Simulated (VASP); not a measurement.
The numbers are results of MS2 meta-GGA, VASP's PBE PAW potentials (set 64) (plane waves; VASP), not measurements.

Input for VASP

### INCAR
```
! general
SYSTEM =BN
PREC   =Accurate
ENCUT  =520   ! plane-wave cut-off (eV)
LREAL  =.False.
LASPH  =.True.   ! aspherical one-centre terms

! electronic loop
EDIFF  =1E-7
NELM   =100
ALGO   =Normal
LMIXTAU=.True.

! smearing
ISMEAR =0   ! Gaussian
SIGMA  =0.05

! functional
METAGGA=MS2

! ions
ISIF   =2

! output
LWAVE  =.False.
LCHARG =.False.
```

**POSCAR**
```
BN
1
    0.0000000000     1.8022853153     1.8022853153
    1.8022853153     0.0000000000     1.8022853153
    1.8022853153     1.8022853153     0.0000000000
B N
1 1
Direct
  0.0000000000   0.0000000000   0.0000000000
  0.2500000000   0.2500000000   0.2500000000
```

### KPOINTS
```
Automatic mesh
0
Gamma
12 12 12
0 0 0
```

POTCAR, in this order: B N (PBE.64 set). Program: vasp_std.

Output

OSZICAR:
```
       N       E                     dE             d eps       ncg     rms          rms(c)
DAV:   1    -0.889348372530E+01   -0.88935E+01   -0.50794E+03  1176   0.961E+02
DAV:   2    -0.346596423086E+02   -0.25766E+02   -0.25425E+02  1552   0.165E+02
DAV:   3    -0.348307984865E+02   -0.17116E+00   -0.17116E+00  1368   0.172E+01
DAV:   4    -0.348309661299E+02   -0.16764E-03   -0.16764E-03  1632   0.442E-01
DAV:   5    -0.348309661517E+02   -0.21819E-07   -0.21819E-07  1312   0.395E-03    0.637E+00
DAV:   6    -0.197579583714E+02    0.15073E+02   -0.54556E+00  1344   0.180E+01    0.310E+00
DAV:   7    -0.210906854432E+02   -0.13327E+01   -0.13830E+00  1152   0.124E+01    0.258E+00
DAV:   8    -0.211527848756E+02   -0.62099E-01   -0.90186E-01  1560   0.898E+00    0.112E+00
DAV:   9    -0.211181714899E+02    0.34613E-01   -0.17580E-01  1232   0.516E+00    0.457E-01
DAV:  10    -0.211685153986E+02   -0.50344E-01   -0.21292E-01  1152   0.614E+00    0.377E-01
DAV:  11    -0.211960013062E+02   -0.27486E-01   -0.14332E-02  1152   0.163E+00    0.265E-01
DAV:  12    -0.212085635061E+02   -0.12562E-01   -0.17439E-02  1152   0.147E+00    0.613E-02
DAV:  13    -0.212090881826E+02   -0.52468E-03   -0.94393E-04  1592   0.356E-01    0.259E-02
DAV:  14    -0.212088663058E+02    0.22188E-03   -0.11172E-04  1160   0.147E-01    0.716E-03
DAV:  15    -0.212089349009E+02   -0.68595E-04   -0.73826E-06  1240   0.331E-02    0.621E-03
DAV:  16    -0.212089326162E+02    0.22847E-05   -0.58706E-06  1152   0.343E-02    0.202E-03
DAV:  17    -0.212089374573E+02   -0.48411E-05   -0.57339E-07  1232   0.111E-02    0.106E-03
DAV:  18    -0.212089350815E+02    0.23758E-05   -0.11031E-07   800   0.358E-03    0.541E-04
DAV:  19    -0.212089354135E+02   -0.33200E-06   -0.28791E-08   576   0.184E-03    0.187E-04
DAV:  20    -0.212089352199E+02    0.19359E-06   -0.29632E-09   576   0.798E-04    0.617E-05
DAV:  21    -0.212089351451E+02    0.74767E-07   -0.17045E-10   576   0.203E-04
   1 F= -.21208935E+02 E0= -.21208935E+02  d E =-.122261E-11
```

File OUTCAR:
```
------------------------ aborting loop because EDIFF is reached ----------------------------------------
  FORCE on cell =-STRESS in cart. coord.  units (eV):
  Direction    XX          YY          ZZ          XY          YZ          ZX
  --------------------------------------------------------------------------------------
  Total       -0.0020887     -0.0020887     -0.0020887      0.0000000     -0.0000000      0.0000000
  in kB       -0.2858158     -0.2858158     -0.2858158      0.0000000     -0.0000000      0.0000000
  external PRESSURE =      -0.2858158 kB  Pullay stress =       0.0000000 kB
  volume of cell :       11.71
      direct lattice vectors                 reciprocal lattice vectors
     0.000000000  1.802285315  1.802285315    -0.277425553  0.277425553  0.277425553
     1.802285315  0.000000000  1.802285315     0.277425553 -0.277425553  0.277425553
     1.802285315  1.802285315  0.000000000     0.277425553  0.277425553 -0.277425553
  FREE ENERGIE OF THE ION-ELECTRON SYSTEM (eV)
  ---------------------------------------------------
  free  energy   TOTEN  =       -21.2089351451 eV

  energy  without entropy=      -21.2089351451  energy(sigma->0) =      -21.20893515
```
(Selected blocks of OUTCAR.)

The compound is BN in the zinc blende structure. It was relaxed first.
